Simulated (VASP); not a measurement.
Input of a VASP 6.6.1 run:

The input INCAR:

```
SYSTEM = SiH2Cl2
PREC     = Accurate       ! precision mode
ENCUT    = 400            ! plane-wave cutoff, eV
EDIFF    = 1E-6           ! SCF threshold, eV
ISMEAR   = 0              ! smearing method
SIGMA    = 0.01           ! smearing width, eV
LREAL    = .False.        ! projectors in reciprocal space
LASPH    = .True.         ! aspherical terms in the spheres
NELM     = 60             ! most SCF steps
ALGO     = Normal         ! electronic algorithm
ISIF     = 2              ! what is computed and relaxed
LWAVE    = .False.        ! write WAVECAR
LCHARG   = .False.        ! write CHGCAR
GGA      = RP             ! functional
IVDW     = 12             ! dispersion correction
NBANDS   = 18             ! bands
ISYM     = 0
```

KPOINTS

```
Automatic mesh
0
Gamma
  1 1 1
  0 0 0
```

Contents of POSCAR:

```
SiH2Cl2                                 
1.0
   13.0062868778      0.0000000000      0.0000000000
    0.0000000000     13.5062868778      0.0000000000
    0.0000000000      0.0000000000     14.0062868778
  Si              Cl              H             
     1     2     2
Selective dynamics
Direct
     0.5004594151000035    0.5136331543000026    0.4971609763000018   F   F   F
     0.4103578986179794    0.4069473741486546    0.4348536173445948   T   T   T
     0.5827956528126796    0.4526015486020409    0.6074165056197109   T   T   T
     0.5734641995858106    0.5520482693755316    0.4248048689674492   T   T   T
     0.4328744908831846    0.5922876573646438    0.5360463422906239   T   T   T
```

Potentials or basis: VASP PAW PBE potentials, release 64 (Si, Cl, H).

The run is started by

```sh
$ cat potpaw_PBE.64/Si/POTCAR potpaw_PBE.64/Cl/POTCAR potpaw_PBE.64/H/POTCAR > POTCAR
$ mpirun -np 1 vasp_gam > vasp.out
```

**Question.** What does it give for the gap between the frontier levels?

**Answer.** 6.59 eV.

**Question.** Estimate the dispersion energy per atom.

**Answer.** -0.181 eV.

Forces in eV/Å, atoms in the order of the input:
```
Si  -0.002 -0.038  0.012
Cl   0.035  0.044  0.025
Cl  -0.031  0.026 -0.046
H    0.015 -0.021 -0.009
H   -0.016 -0.012  0.018
```

Caveat: the PAW data sets were made with another functional, which shifts forces and pressure a little.
